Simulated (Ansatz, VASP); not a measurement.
# One calculation of B4TePd3, two programs

```
B Te Pd
1.0
     4.65138    0.00000    0.00000
     0.00000    4.65138    0.00000
     0.00000    0.00000    4.65138
B Te Pd
4 1 3
Cartesian
  2.3257 2.3257 2.3257
  2.3257 0.0000 0.0000
  0.0000 2.3257 0.0000
  0.0000 0.0000 2.3257
  0.0000 0.0000 0.0000
  0.0000 2.3257 2.3257
  2.3257 0.0000 2.3257
  2.3257 2.3257 0.0000
```

Alike in both runs: task single point; functional PBE; k mesh 4 × 4 × 4; occupations gaussian, width 0.1 eV; collinear spin.

```csv
,VASP,Ansatz
version,VASP 6.6.1,Ansatz 0.2.0
potentials or method,"VASP PAW PBE potentials, release 64 (B, Te, Pd)","scalar-relativistic, plane waves, PAW"
plane-wave cutoff (eV),520,420
valence electrons in the cell,48,82
```

```csv
,VASP,Ansatz,Ansatz less VASP
gap on the k mesh at the Fermi level (eV),none,none,-
pressure (GPa),0.4,0.3,-0.10
net moment per atom (μB),0.00,0.00,0.000
```

A gap of «none» marks a metal or a gap that the smearing closes. The two sets of potentials don't hold the same shells in valence. Ansatz warned: «seeded_moment_not_kept».

The runs have no spin-orbit coupling, so splittings on Te are missing.
